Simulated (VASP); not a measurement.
## NbTe: equation of state with PBE

The system is NbTe.

```
Nb Te
1.0
     3.42570    0.00000    0.00000
     0.00000    3.42570    0.00000
     0.00000    0.00000    3.42570
Nb Te
1 1
Direct
  0.50000 0.50000 0.50000
  0.00000 0.00000 0.00000
```

The cell was built by a generator and needn't be a form met in nature.

```yaml
Program: VASP 6.6.1
Task: equation of state
Functional: PBE
Potentials_or_basis: VASP PAW PBE potentials, release 64 (Nb_sv, Te)
Cutoff: 520 eV
k_mesh: 8 × 8 × 8
Occupations: fermi-dirac, width 0.05 eV
Spin: no spin polarisation
Further_INCAR_settings: ALGO = Normal; EDIFF = 1e-07; NBANDS = 16
```

The equilibrium volume is 20.08 Å³/atom, the bulk modulus is 132 GPa and the pressure derivative of the bulk modulus is 4.7.

Energy against volume, from the lowest point:
| volume (Å³/atom) | energy (meV/atom) |
| --- | --- |
| 18.895 | 32.24 |
| 19.297 | 13.53 |
| 19.699 | 3.07 |
| 20.101 | 0.00 |
| 20.503 | 3.50 |
| 20.905 | 12.89 |
| 21.307 | 27.51 |

All runs of the series together: 3.2 min on 1 thread of Intel(R) Xeon(R) Platinum 8488C (Sapphire Rapids), on a shared host.

Spin-orbit coupling is left out, which matters for the levels of Te.
